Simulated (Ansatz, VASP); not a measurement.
# CaMgSi7B14O37 (glassy 44SiO2-44B2O3-6MgO-6CaO (mol %)): VASP beside Ansatz, part 2 of 2

Wanted: the spread between two codes on one cell, functional and k mesh. Of the first pair: The structure shown is the start of the Ansatz relaxation below; VASP solves that cell, so the two are compared at the walk's first step.

VASP 6.6.1 and Ansatz 0.2.0.

So far. Step 3 (VASP: single point, PBE, start cell, pair 1): The run ends at a pressure of -3.11 GPa, with forces up to 5.2 eV/Å.

### Step 5. Ansatz: relaxation, PBE

Level of this step: Ansatz beside VASP: Kohn-Sham DFT, plane waves, PBE (Ansatz).

This run makes the geometry at which the two programs are then compared. The cell compared in this pair holds 1444.42 Å³, against 1400.14 Å³ for the pair before.

The structure compared here is the end of the Ansatz relaxation.

The input, input.yaml:

```yaml
crystal:
  lattice:
    - [11.18726, 0.0, 0.0]
    - [0.0, 11.18726, 0.0]
    - [0.0, 0.0, 11.18726]
  atoms:
    - { symbol: Si, position: [0.52015, 0.68181, 0.68457] }
    - { symbol: Si, position: [0.49743, 0.42039, 0.40462] }
    - { symbol: Si, position: [0.29589, 0.6967, 0.54958] }
    - { symbol: Si, position: [0.67004, 0.86586, 0.36714] }
    - { symbol: Si, position: [0.11735, 0.06368, 0.97762] }
    - { symbol: Si, position: [0.32259, 0.09362, 0.3728] }
    - { symbol: Si, position: [0.08374, 0.28, 0.64572] }
    - { symbol: Si, position: [0.25372, 0.41482, 0.82174] }
    - { symbol: Si, position: [0.77727, 0.41172, 0.3833] }
    - { symbol: Si, position: [0.21139, 0.4762, 0.22508] }
    - { symbol: Si, position: [0.78782, 0.9812, 0.58132] }
    - { symbol: Si, position: [0.65504, 0.00968, 0.13395] }
    - { symbol: Si, position: [0.62908, 0.47899, 0.98099] }
    - { symbol: Si, position: [0.80206, 0.54123, 0.79445] }
    - { symbol: B, position: [0.87859, 0.12605, 0.01609] }
    - { symbol: B, position: [0.39399, 0.36653, 0.02609] }
    - { symbol: B, position: [0.67221, 0.1861, 0.67041] }
    - { symbol: B, position: [0.29501, 0.04265, 0.80139] }
    - { symbol: B, position: [0.10537, 0.62034, 0.78451] }
    - { symbol: B, position: [0.02577, 0.0278, 0.60855] }
    - { symbol: B, position: [0.79009, 0.54089, 0.16501] }
    - { symbol: B, position: [0.71109, 0.2471, 0.90526] }
    - { symbol: B, position: [0.50037, 0.67134, 0.34169] }
    - { symbol: B, position: [0.91364, 0.76223, 0.35316] }
    - { symbol: B, position: [0.02364, 0.74024, 0.9627] }
    - { symbol: B, position: [0.80251, 0.20072, 0.2221] }
    - { symbol: B, position: [0.16944, 0.86402, 0.68889] }
    - { symbol: B, position: [0.39711, 0.46402, 0.61498] }
    - { symbol: B, position: [0.20029, 0.31275, 0.41656] }
    - { symbol: B, position: [0.8154, 0.87262, 0.9651] }
[... 84 atom lines left out ...]
    - { symbol: O, position: [0.80129, 0.29753, 0.30072] }
    - { symbol: O, position: [0.7594, 0.93355, 0.05823] }
    - { symbol: O, position: [0.28802, 0.37931, 0.95979] }
    - { symbol: O, position: [0.43033, 0.37806, 0.52421] }
    - { symbol: O, position: [0.75893, 0.85408, 0.8547] }
    - { symbol: O, position: [0.91818, 0.03279, 0.54233] }
kpoints:
  mp_grid: { grid: [1, 1, 1] }
hamiltonian:
  xc: pbe
scf:
  occupations: { method: gaussian, width: 0.025 }
output:
  forces: true
relax:
  f_tol: 0.05
  max_steps: 150
  cell: {}
```

Launch:

```
$ ansatz run input.yaml --threads 4 --pin off --max-ram 8192MiB --backend cpu --events-out ev --progress --plain --runs-dir out
```

Numbers of over 12 decimals in the logs are rounded to 6 here.

Log:

```text
[...]
Crystal: 120 atoms, lattice volume = 1400.139 Å³
Basis set: ecut = 420 eV, 27369 PW (Γ), exchange–correlation on 150×150×150 points (8 copies of the dense FFT grid, shifted against one another)
Bands: 432, of which v1, the nominal top of the filled ones, is band 312 counted from 1 (311 counted from 0)
Symmetry: 1 space group operations
[...]
k-points: 1
[...]
- { symbol: O, position: [0.381918, -0.048755, 0.889371] }
    - { symbol: O, position: [0.460961, 0.710910, 0.222644] }
    - { symbol: O, position: [0.085107, 0.592412, 0.262067] }
    - { symbol: O, position: [0.656966, 0.231160, 0.804748] }
    - { symbol: O, position: [0.933112, 0.307631, 0.683820] }
    - { symbol: O, position: [0.168826, 0.983763, 0.075011] }
    - { symbol: O, position: [0.819071, 0.145749, 0.908606] }
[...]
- { symbol: O, position: [0.316409, 0.365095, 0.917348] }
    - { symbol: O, position: [0.438631, 0.417381, 0.496650] }
    - { symbol: O, position: [0.741088, 0.835781, 0.867399] }
    - { symbol: O, position: [0.897974, 0.037917, 0.575451] }
```

### Step 6. VASP: single point, PBE, relaxed cell, pair 2

The same cell, functional, mesh and smearing now go to VASP, with its own data sets.

The input, INCAR:

```
SYSTEM = CaMgSi7B14O37
PREC = Accurate
ENCUT = 600
EDIFF = 1E-06
NELM = 120
ISMEAR = 0
SIGMA = 0.025
LREAL = Auto
ALGO = Normal
GGA = PE
NBANDS = 400
LORBIT = 11
LWAVE = .FALSE.
LCHARG = .FALSE.
ISIF = 2
LASPH = .TRUE.
GGA_COMPAT = .FALSE.
EFERMI = MIDGAP
NCORE = 4
```

The input, POSCAR:

```
CaMgSi7B14O37
1.0
   11.5332630000      0.0379740000     -0.0702750000
    0.0379740000     11.4270270000     -0.0264770000
   -0.0702750000     -0.0264770000     10.9605780000
Si B Mg Ca O
14 28 2 2 74
Direct
    0.5068900000      0.6758500000      0.7148500000
    0.5160600000      0.4397500000      0.3760100000
    0.3093000000      0.7308200000      0.5591200000
    0.6731600000      0.8632500000      0.3626600000
    0.1472000000      0.0969700000      0.9871800000
    0.3273100000      0.1358200000      0.4003000000
    0.0639800000      0.2676900000      0.6549400000
    0.2512400000      0.4149100000      0.7939200000
    0.7787600000      0.3695000000      0.3697700000
    0.1910000000      0.4992200000      0.2349400000
    0.7726500000      0.9752700000      0.5960700000
    0.6602100000      0.9938300000      0.1128900000
    0.6444300000      0.4359300000      0.9885500000
    0.7929800000      0.5296600000      0.7928700000
    0.9092900000      0.1330300000      0.9926700000
    0.4075200000      0.3475400000      0.9957100000
    0.6640600000      0.1818000000      0.6815100000
    0.3158100000      0.0300100000      0.8111600000
    0.0934800000      0.6044800000      0.7793400000
    0.0071800000      0.0305200000      0.6262400000
    0.7978600000      0.4893000000      0.1648700000
    0.7346000000      0.2296200000      0.8980800000
    0.5216300000      0.6882700000      0.3276400000
    0.9006400000      0.7468000000      0.3535000000
    0.0115700000      0.7296800000      0.9628600000
    0.7984500000      0.1830900000      0.1817700000
    0.1731100000      0.8919000000      0.6725000000
    0.3930900000      0.4992200000      0.5932800000
    0.1674900000      0.3155600000      0.4214500000
    0.8141300000      0.8559000000      0.9647300000
[... 84 atom lines left out ...]
    0.8036500000      0.2578700000      0.2819000000
    0.7760800000      0.9311400000      0.0544800000
    0.3164100000      0.3651000000      0.9173500000
    0.4386300000      0.4173800000      0.4966500000
    0.7410900000      0.8357800000      0.8674000000
    0.8979700000      0.0379200000      0.5754500000
```

The input, KPOINTS:

```
Automatic mesh
0
Gamma
1 1 1
0 0 0
```

PAW data sets: Si, B, Mg, Ca_sv and O (PBE family, release 64).

Launch:

```
$ mpirun -np 16 vasp_gam
```

Log:

```text
[... set-up lines as in an earlier step ...]
 entering main loop
       N       E                     dE             d eps       ncg     rms          rms(c)
DAV:   1     0.618681759984E+04    0.61868E+04   -0.39380E+05   800   0.169E+03
DAV:   2    -0.474853036071E+03   -0.66617E+04   -0.63767E+04   976   0.409E+02
DAV:   3    -0.102910212630E+04   -0.55425E+03   -0.54947E+03   952   0.124E+02
DAV:   4    -0.104265917637E+04   -0.13557E+02   -0.13499E+02   976   0.192E+01
[...]
DAV:  17    -0.940607490231E+03    0.50452E-05   -0.28996E-05  1080   0.162E-02    0.846E-03
DAV:  18    -0.940607491354E+03   -0.11232E-05   -0.21205E-05   928   0.114E-02    0.756E-03
DAV:  19    -0.940607490440E+03    0.91383E-06   -0.37353E-06   840   0.575E-03
   1 F= -.94060749E+03 E0= -.94060749E+03  d E =0.000000E+00
```

From OUTCAR (step 6):

```text
  FREE ENERGIE OF THE ION-ELECTRON SYSTEM (eV)
  ---------------------------------------------------
  free  energy   TOTEN  =      -940.6074904399 eV

  energy  without entropy=     -940.6074904399  energy(sigma->0) =     -940.60749044
```

The run ends at a pressure of -0.13 GPa, with forces up to 0.091 eV/Å.

### Step 7. Differences

What differs besides the data sets and the points named for the pairs above, as far as they apply: the data sets hold 624 valence electrons in Ansatz (on its default PAW (the set named soft_2) files) and 608 in VASP; the cutoff is 420 eV in Ansatz and 600 eV in VASP (PREC = Accurate, projectors in real space). Total energies have different zeros and are not compared.

Compared:

```csv
quantity,Ansatz,VASP,difference
pressure (GPa),-0.02,-0.13,+0.11
gap on the k mesh (eV),4.684,4.680,+0.004
```

Forces on 7 of the 120 atoms, those with the largest forces and the largest differences (eV/Å; atoms numbered as in POSCAR):

```csv
atom,"Ansatz x, y, z","VASP x, y, z"
Si3,"-0.025, -0.008, -0.010","-0.061, -0.014, -0.056"
Si8,"0.017, -0.013, 0.004","0.015, -0.050, 0.066"
Si10,"0.017, -0.005, 0.021","0.037, -0.013, 0.064"
Si13,"-0.012, 0.000, 0.011","-0.083, 0.025, 0.028"
B15,"0.004, -0.007, -0.007","0.039, -0.042, -0.030"
B26,"0.002, 0.006, 0.008","0.008, 0.040, 0.069"
O73,"-0.001, 0.000, -0.004","0.012, 0.025, 0.065"
```

The forces differ by 19 meV/Å r.m.s., which is 87.5 % of the r.m.s. force of 0.022 eV/Å (both taken over all components). A gap on the mesh is an upper bound, since the band edges may lie between its points.

### Step 8. Outcome

```json
{"r.m.s. force difference (single point, PBE, start cell, pair 1)": "1.9 % of the r.m.s. force", "r.m.s. force difference (single point, PBE, relaxed cell, pair 2)": "19 meV/Å"}
```

The r.m.s. force difference is 19 meV/Å (single point, PBE, relaxed cell, pair 2), beyond the 12 meV/Å picked in this series as the mark of a large difference. The data sets hold unlike numbers of valence electrons (624 in Ansatz and 608 in VASP), so part of the differences comes from the potentials. What causes the difference of the single point, PBE, relaxed cell, pair 2 pair stays open here. Such differences can come from data sets, numerical settings and the points named under the comparisons, not from the functional's error against experiment.

[Lines on the potential files, build, host, timing and source positions are cut from VASP's logs without a mark.]

[Logs are printed without paths, hosts, clocks, repeated set-up lines and the standing remarks that a program may print on its own settings, such as how far it seeks lower states.]

[Hosts, paths, dates, database ids (printed as entryN), source tags and the programs' standing remarks are cut or masked in the printed files.]
